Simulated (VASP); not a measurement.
Level of theory: PBEsol GGA, VASP's PBE PAW potentials (set 64) (plane waves; VASP).

The input files of a VASP run:

### INCAR
```
# general
SYSTEM   =  TmN
PREC     =  Accurate
ENCUT    =  520   # plane-wave cut-off (eV)
LREAL    =  .FALSE.   # projection in real space or not
LASPH    =  .TRUE.

# electronic loop
EDIFF    =  1E-6
NELM     =  100   # most electronic steps
ALGO     =  Normal   # blocked Davidson
LMAXMIX  =  6   # l cut-off of mixed one-centre charges

# smearing
ISMEAR   =  0
SIGMA    =  0.05

# functional
GGA      =  PS   # PBEsol

# ions
IBRION   =  2
NSW      =  60   # most ionic steps
ISIF     =  3   # ions, shape and volume
EDIFFG   =  -0.01   # ionic stop

# output
LWAVE    =  .FALSE.
LCHARG   =  .FALSE.
```

POSCAR:
```
TmN
1
   -0.0000000000     2.3793633737     2.3793633737
    2.3793633737     0.0000000000     2.3793633737
    2.3793633737     2.3793633737     0.0000000000
Tm N
1 1
Direct
  0.0000000000   0.0000000000   0.0000000000
  0.5000000000   0.5000000000   0.5000000000
```

File KPOINTS:
```
kpoints
0
gamma
 9 9 9
```

POTCAR, in this order: Tm_3 N (PBE.64 set). Program: vasp_std.

What VASP printed:

File OUTCAR:
```
 ion  position               nearest neighbor table
   1  0.000  0.000  0.000-   2 2.38   2 2.38   2 2.38   2 2.38   2 2.38   2 2.38
   2  0.500  0.500  0.500-   1 2.38   1 2.38   1 2.38   1 2.38   1 2.38   1 2.38
  LATTYP: Found a face centered cubic cell.
 ALAT       =     4.7587267474
 Subroutine PRICEL returns:
 Original cell was already a primitive cell.
 Subroutine GETGRP returns: Found 48 space group operations
The static configuration has the point symmetry O_h .
The dynamic configuration has the point symmetry O_h .
 Subroutine INISYM returns: Found 48 space group operations
 Subroutine IBZKPT returns following result:
 Found     35 irreducible k-points:

 Following reciprocal coordinates:
            Coordinates               Weight
  0.000000  0.000000  0.000000      1.000000
  0.111111  0.000000  0.000000      8.000000
  0.222222  0.000000  0.000000      8.000000
  0.333333  0.000000  0.000000      8.000000
  0.444444  0.000000  0.000000      8.000000
  0.111111  0.111111  0.000000      6.000000
  0.222222  0.111111  0.000000     24.000000
  0.333333  0.111111  0.000000     24.000000
  0.444444  0.111111  0.000000     24.000000
 -0.444444  0.111111  0.000000     24.000000
 -0.333333  0.111111  0.000000     24.000000
 -0.222222  0.111111  0.000000     24.000000
 -0.111111  0.111111  0.000000     12.000000
  0.222222  0.222222  0.000000      6.000000
  0.333333  0.222222  0.000000     24.000000
  0.444444  0.222222  0.000000     24.000000
 -0.444444  0.222222  0.000000     24.000000
 -0.333333  0.222222  0.000000     24.000000
 -0.222222  0.222222  0.000000     12.000000
  0.333333  0.333333  0.000000      6.000000
  0.444444  0.333333  0.000000     24.000000
 -0.444444  0.333333  0.000000     24.000000
 -0.333333  0.333333  0.000000     12.000000
  0.444444  0.444444  0.000000      6.000000
 -0.444444  0.444444  0.000000     12.000000
  0.333333  0.222222  0.111111     24.000000
  0.444444  0.222222  0.111111     48.000000
 -0.444444  0.222222  0.111111     48.000000
  0.444444  0.333333  0.111111     24.000000
 -0.444444  0.333333  0.111111     48.000000
 -0.333333  0.333333  0.111111     48.000000
 -0.222222  0.333333  0.111111     24.000000
 -0.444444  0.444444  0.111111     24.000000
 -0.333333  0.444444  0.111111     24.000000
 -0.333333  0.444444  0.222222     24.000000
   k-points           NKPTS =     35   k-points in BZ     NKDIM =     35   number of bands    NBANDS=     11
   number of dos      NEDOS =    301   number of ions     NIONS =      2
   total plane-waves  NPLWV =  21952
   dimension x,y,z NGX =    28 NGY =   28 NGZ =   28
   dimension x,y,z NGXF=    56 NGYF=   56 NGZF=   56
   ions per type =               1   1
   PREC   = accura    normal or accurate (medium, high low for compatibility)
   ISTART =      0    job   : 0-new  1-cont  2-samecut
   ICHARG =      2    charge: 1-file 2-atom 10-const
   ISPIN  =      1    spin polarized calculation?
   LNONCOLLINEAR =      F non collinear calculations
   LSORBIT =      F    spin-orbit coupling
   INIWAV =      1    electr: 0-lowe 1-rand  2-diag
   ENCUT  =  520.0 eV  38.22 Ry    6.18 a.u.   6.26  6.26  6.26*2*pi/ulx,y,z
   NELM   =    100;   NELMIN=  2; NELMDL= -5     # of ELM steps
   EDIFF  = 0.1E-05   stopping-criterion for ELM
   LREAL  =      F    real-space projection
   NLSPLINE    = F    spline interpolate recip. space projectors
   LMAXMIX     =    6 max onsite mixed and CHGCAR
   VOSKOWN=      0    Vosko Wilk Nusair interpolation
   EDIFFG = -.1E-01   stopping-criterion for IOM
   NSW    =     60    number of steps for IOM
   NBLOCK =      1;   KBLOCK =     60    inner block; outer block
   IBRION =      2    ionic relax: 0-MD 1-quasi-New 2-CG
...
```

**OSZICAR**
```
       N       E                     dE             d eps       ncg     rms          rms(c)
DAV:   1     0.697437725088E+02    0.69744E+02   -0.68719E+03   786   0.128E+03
DAV:   2    -0.122975074689E+02   -0.82041E+02   -0.77413E+02   969   0.319E+02
DAV:   3    -0.192711651190E+02   -0.69737E+01   -0.65262E+01  1240   0.701E+01
DAV:   4    -0.194149081863E+02   -0.14374E+00   -0.14351E+00  1197   0.900E+00
DAV:   5    -0.194159954451E+02   -0.10873E-02   -0.10871E-02  1069   0.665E-01    0.290E+01
DAV:   6    -0.175329643995E+02    0.18830E+01   -0.14155E+01  1235   0.256E+01    0.248E+01
DAV:   7    -0.174399810026E+02    0.92983E-01   -0.68965E-01  1163   0.637E+00    0.156E+01
DAV:   8    -0.174392576204E+02    0.72338E-03   -0.57968E-02  1127   0.289E+00    0.211E+00
DAV:   9    -0.174382766134E+02    0.98101E-03   -0.25929E-03  1050   0.479E-01    0.240E-01
DAV:  10    -0.174382729488E+02    0.36646E-05   -0.30882E-04  1257   0.219E-01    0.756E-02
DAV:  11    -0.174382660433E+02    0.69055E-05   -0.63097E-05  1240   0.689E-02    0.143E-02
DAV:  12    -0.174382655996E+02    0.44370E-06   -0.75507E-06  1142   0.210E-02
   1 F= -.17438266E+02 E0= -.17438144E+02  d E =-.174383E+02
```

**OUTCAR**
```
------------------------ aborting loop because EDIFF is reached ----------------------------------------
  FORCE on cell =-STRESS in cart. coord.  units (eV):
  Direction    XX          YY          ZZ          XY          YZ          ZX
  --------------------------------------------------------------------------------------
  Total       -0.0019947     -0.0019947     -0.0019947      0.0000000     -0.0000000      0.0000000
  in kB       -0.1186254     -0.1186254     -0.1186254      0.0000000     -0.0000000      0.0000000
  external PRESSURE =      -0.1186254 kB  Pullay stress =       0.0000000 kB
  volume of cell :       26.94
      direct lattice vectors                 reciprocal lattice vectors
     0.000000000  2.379363374  2.379363374    -0.210140244  0.210140244  0.210140244
     2.379363374  0.000000000  2.379363374     0.210140244 -0.210140244  0.210140244
     2.379363374  2.379363374  0.000000000     0.210140244  0.210140244 -0.210140244
 POSITION                                       TOTAL-FORCE (eV/Angst)
 -----------------------------------------------------------------------------------
      0.00000      0.00000      0.00000        -0.000000     -0.000000     -0.000000
      2.37936      2.37936      2.37936         0.000000      0.000000      0.000000
 -----------------------------------------------------------------------------------
    total drift:                                0.000000      0.000000      0.000000
  FREE ENERGIE OF THE ION-ELECTRON SYSTEM (eV)
  ---------------------------------------------------
  free  energy   TOTEN  =       -17.4382655996 eV

  energy  without entropy=      -17.4380217907  energy(sigma->0) =      -17.43814370

 reached required accuracy - stopping structural energy minimisation
```
(Selected blocks of OUTCAR.)

The 4f electrons are frozen in the core of the lanthanide potential, so 4f levels, which can set the real gap, and their magnetism are missing.

The structure comes from a measured TmN entry (Fm-3m) of the Crystallography Open Database, whose conditions weren't checked. It was relaxed first. The start is the result of an earlier pass.
